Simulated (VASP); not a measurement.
These are r2SCAN meta-GGA, VASP's PBE PAW potentials (set 64) (plane waves; VASP) values and carry that method's errors.

VASP ran on this input.

File KPOINTS:
```
Automatic mesh
0
Gamma
10 10 10
0 0 0
```

INCAR:
```
ALGO = Normal
EDIFF = 1E-7
EDIFFG = -0.01
ENCUT = 600
IBRION = 2
ISIF = 3
ISMEAR = 0
LASPH = .TRUE.
LCHARG = .FALSE.
LMIXTAU = .TRUE.
LREAL = .FALSE.
LWAVE = .FALSE.
METAGGA = R2SCAN
NELM = 100
NSW = 40
PREC = Accurate
PSTRESS = 50
SIGMA = 0.05
SYSTEM = AlN
```

**POSCAR**
```
AlN
1.0
  0.0000000000   2.1677319922   2.1677319922
  2.1677319922   0.0000000000   2.1677319922
  2.1677319922   2.1677319922   0.0000000000
Al N
1 1
Cartesian
  0.0000000000   0.0000000000   0.0000000000
  1.0838659961   1.0838659961   1.0838659961
```

POTCAR, in this order: Al N (PBE.64 set). Program: vasp_std.

Output

### OSZICAR
```
       N       E                     dE             d eps       ncg     rms          rms(c)
DAV:   1     0.977216473305E+01    0.97722E+01   -0.45295E+03   760   0.971E+02
DAV:   2    -0.228134938288E+02   -0.32586E+02   -0.31123E+02   992   0.176E+02
DAV:   3    -0.235310368075E+02   -0.71754E+00   -0.71754E+00   920   0.330E+01
DAV:   4    -0.235331732509E+02   -0.21364E-02   -0.21364E-02  1128   0.159E+00
DAV:   5    -0.235331782143E+02   -0.49634E-05   -0.49634E-05   936   0.573E-02    0.902E+00
DAV:   6    -0.188467879374E+02    0.46864E+01   -0.88779E+00   856   0.217E+01    0.409E+00
DAV:   7    -0.193126929339E+02   -0.46590E+00   -0.12334E+00   984   0.817E+00    0.222E+00
DAV:   8    -0.187132354841E+02    0.59946E+00   -0.88019E-01   760   0.738E+00    0.163E+00
DAV:   9    -0.191580107254E+02   -0.44478E+00   -0.21966E-01   752   0.526E+00    0.679E-01
DAV:  10    -0.191589056232E+02   -0.89490E-03   -0.33686E-02   808   0.143E+00    0.387E-01
DAV:  11    -0.191572656321E+02    0.16400E-02   -0.54997E-04   832   0.299E-01    0.358E-01
DAV:  12    -0.191585252238E+02   -0.12596E-02   -0.11297E-04   920   0.846E-02    0.319E-01
DAV:  13    -0.191722880402E+02   -0.13763E-01   -0.82449E-03   752   0.836E-01    0.802E-02
DAV:  14    -0.191723299796E+02   -0.41939E-04   -0.71198E-05   984   0.102E-01    0.795E-02
DAV:  15    -0.191722355084E+02    0.94471E-04   -0.10674E-04   840   0.723E-02    0.592E-02
DAV:  16    -0.191722390821E+02   -0.35738E-05   -0.29168E-04   792   0.143E-01    0.896E-03
DAV:  17    -0.191722181216E+02    0.20961E-04   -0.13589E-05   912   0.380E-02    0.116E-02
DAV:  18    -0.191722332970E+02   -0.15175E-04   -0.55394E-06   768   0.282E-02    0.793E-03
DAV:  19    -0.191722203403E+02    0.12957E-04   -0.40441E-06   768   0.184E-02    0.355E-03
DAV:  20    -0.191722259568E+02   -0.56164E-05   -0.64373E-07   816   0.750E-03    0.435E-03
DAV:  21    -0.191722251587E+02    0.79802E-06   -0.15729E-08   384   0.185E-03    0.330E-03
DAV:  22    -0.191722265711E+02   -0.14124E-05   -0.17726E-08   376   0.144E-03    0.132E-03
DAV:  23    -0.191722265054E+02    0.65662E-07   -0.45919E-09   376   0.982E-04
   1 F= -.18536448E+02 E0= -.18536448E+02  d E =-.185364E+02
```

OUTCAR:
```
------------------------ aborting loop because EDIFF is reached ----------------------------------------
  FORCE on cell =-STRESS in cart. coord.  units (eV):
  Direction    XX          YY          ZZ          XY          YZ          ZX
  --------------------------------------------------------------------------------------
  Total        0.6231040      0.6231040      0.6231040      0.0000000     -0.0000000      0.0000000
  in kB       49.0031935     49.0031935     49.0031935      0.0000000     -0.0000000      0.0000000
  external PRESSURE =      -0.9968065 kB  Pullay stress =      50.0000000 kB
  volume of cell :       20.37
      direct lattice vectors                 reciprocal lattice vectors
     0.000000000  2.167731992  2.167731992    -0.230655820  0.230655820  0.230655820
     2.167731992  0.000000000  2.167731992     0.230655820 -0.230655820  0.230655820
     2.167731992  2.167731992  0.000000000     0.230655820  0.230655820 -0.230655820
  FREE ENERGIE OF THE ION-ELECTRON SYSTEM (eV)
  ---------------------------------------------------
  free  energy   TOTEN  =       -19.1722265054 eV

  energy  without entropy=      -19.1722265054  energy(sigma->0) =      -19.17222651
  enthalpy is  TOTEN    =       -18.5364475053 eV   P V=        0.6357790001

 reached required accuracy - stopping structural energy minimisation
```
(Selected blocks of OUTCAR.)

The compound is AlN in the zinc blende structure, a metastable form; wurtzite is the usual one. It was relaxed first under an external pressure of 5 GPa.
